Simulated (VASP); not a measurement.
These are PBEsol GGA, VASP's PBE PAW potentials (set 64) (plane waves; VASP) values and carry that method's errors.

Input for VASP

File KPOINTS:
```
Automatic mesh
0
Gamma
13 13 13
0 0 0
```

INCAR:
```
! general
SYSTEM =NiAl
PREC   =Accurate
ENCUT  =500
LREAL  =.False.
LASPH  =.True.

! electronic loop
EDIFF  =1E-6
NELM   =100
ALGO   =Normal
LMAXMIX=4

! smearing
ISMEAR =1
SIGMA  =0.1

! functional
GGA    =PS

! ions
IBRION =2
NSW    =40
ISIF   =3
EDIFFG =-0.02
PSTRESS=450

! output
LWAVE  =.False.
LCHARG =.False.
```

### POSCAR
```
NiAl
1
    2.7411442268     0.0000000000     0.0000000000
    0.0000000000     2.7411442268     0.0000000000
    0.0000000000     0.0000000000     2.7411442268
Al Ni
1 1
Direct
  0.5000000000   0.5000000000   0.5000000000
  0.0000000000   0.0000000000   0.0000000000
```

POTCAR, in this order: Al Ni (PBE.64 set). Program: vasp_std.

Energy and stress use the plane-wave basis of the starting cell.

Problem. Estimate the energy per atom (σ→0), volume per atom, band gap (on the k-mesh).

Solution. 
```json
{
  "energy per atom (σ→0)": "-5.567 eV/atom",
  "band gap (on the k-mesh)": "none (metal, semimetal or under 0.01 eV)",
  "volume_per_atom": "9.82 Å^3/atom"
}
```

File OSZICAR:
```
...
   3 F= -.56162798E+01 E0= -.56161984E+01  d E =-.467767E-01
       N       E                     dE             d eps       ncg     rms          rms(c)
DAV:   1    -0.111349208646E+02    0.78967E-02   -0.73257E-03  1806   0.173E+00    0.207E-01
DAV:   2    -0.111350790077E+02   -0.15814E-03   -0.14279E-02  1866   0.225E+00    0.196E-01
DAV:   3    -0.111344019513E+02    0.67706E-03   -0.47427E-03  1856   0.132E+00    0.321E-02
DAV:   4    -0.111343875810E+02    0.14370E-04   -0.36581E-05  1740   0.725E-02    0.451E-03
DAV:   5    -0.111343874109E+02    0.17012E-06   -0.14771E-06   934   0.200E-02
   4 F= -.56163339E+01 E0= -.56162516E+01  d E =-.468309E-01
```

The compound is NiAl in the CsCl type structure. This run relaxes it under an external pressure of 45 GPa. Symmetry was kept, so distortions that lower it aren't found. The run is not spin-polarised, so no magnetic state was tried. The electron count is odd and the run is not spin-polarised, which forces a metal.
